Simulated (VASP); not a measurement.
Given:

```yaml
crystal:
  lattice:
    - [0.00000, 2.47100, 2.47100]
    - [2.47100, 0.00000, 2.47100]
    - [2.47100, 2.47100, 0.00000]
  atoms:
    - { symbol: Pb, position: [0.00000, 0.00000, 0.00000] }
```

The numbers are results of revTPSS meta-GGA, VASP's PBE PAW potentials (set 64) (plane waves; VASP), not measurements. Numerical set-up: 520 eV cut-off, 14×14×14 Γ-centred mesh, tetrahedra with Blöchl corrections, potentials Pb_d.

Problem. Give the energies of bands 6 to 9 at the high-symmetry points, in eV from the Fermi level.

Solution. 
```json
[
 {"band": "6", "Γ": "-11.90", "X": "-6.74", "U": "-6.82", "L": "-8.19", "W": "-6.62"},
 {"band": "7", "Γ": "7.51", "X": "-3.38", "U": "-2.38", "L": "-4.36", "W": "-1.46"},
 {"band": "8", "Γ": "7.51", "X": "2.03", "U": "-1.34", "L": "5.66", "W": "-1.46"},
 {"band": "9", "Γ": "7.51", "X": "2.03", "U": "2.98", "L": "5.66", "W": "0.13"}
]
```

It has no gap at this level: it comes out as a metal or semimetal.

The compound is Pb in the fcc structure. It was relaxed first.
